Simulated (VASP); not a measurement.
Sn2Bi2O:

```
CELL_PARAMETERS angstrom
2.00000 1.15470 8.76667
-2.00000 1.15470 8.76667
0.00000 -2.30940 8.76667
ATOMIC_POSITIONS crystal
Sn 0.39000 0.39000 0.39000
Sn 0.61000 0.61000 0.61000
Bi 0.20500 0.20500 0.20500
Bi 0.79500 0.79500 0.79500
O 0.00000 0.00000 0.00000
```

The cell was built by a generator and needn't be a form met in nature.

* Program: VASP 6.6.1
* Task: relaxation of cell and atoms
* Functional: PBE
* Potentials or basis: VASP PAW PBE potentials, release 64 (Sn_d, Bi_d, O)
* Cutoff: 520 eV
* k mesh: 4 × 4 × 4
* Occupations: gaussian, width 0.15 eV
* Spin: no spin polarisation

At the start: pressure 6.7 GPa; volume 24.29 Å³/atom.

Task: Where does the relaxation end?

Result: Over 11 steps the energy falls by 257.9 meV/atom and the volume is 26.19 Å³/atom (+7.8 %); space group R-3m (No. 166, to 0.05 Å).

The path:
```csv
step,energy change (eV),largest force (eV/Å),pressure (GPa),volume (Å³)
1,0.0000,2.5303,6.67,121.47
2,-0.7038,1.4505,-3.04,140.11
3,-0.7051,1.4264,-3.08,140.57
4,-1.1057,0.8911,-1.81,136.01
5,-1.2562,0.3695,-0.62,132.70
6,-1.0665,0.8960,4.61,126.06
7,-1.2759,0.3124,0.41,131.30
8,-1.2762,0.3750,0.35,131.06
9,-1.2875,0.0891,0.01,131.97
10,-1.2879,0.0653,-0.33,132.11
11,-1.2897,0.0616,0.06,130.97
```

Final structure:
```yaml
crystal:
  lattice:
    - [1.98043, 1.14340, 9.63958]
    - [-1.98043, 1.14340, 9.63958]
    - [0.00000, -2.28680, 9.63958]
  atoms:
    - { symbol: Sn, position: [0.37661, 0.37661, 0.37661] }
    - { symbol: Sn, position: [0.62339, 0.62339, 0.62339] }
    - { symbol: Bi, position: [0.20357, 0.20357, 0.20357] }
    - { symbol: Bi, position: [0.79643, 0.79643, 0.79643] }
    - { symbol: O, position: [0.00000, 0.00000, 0.00000] }
```

Caveat: the k mesh is coarse (spacing up to 0.46 Å⁻¹), so the values aren't converged; the relaxation stopped at a loose force limit of 0.08 eV/Å, so its end isn't a converged minimum.
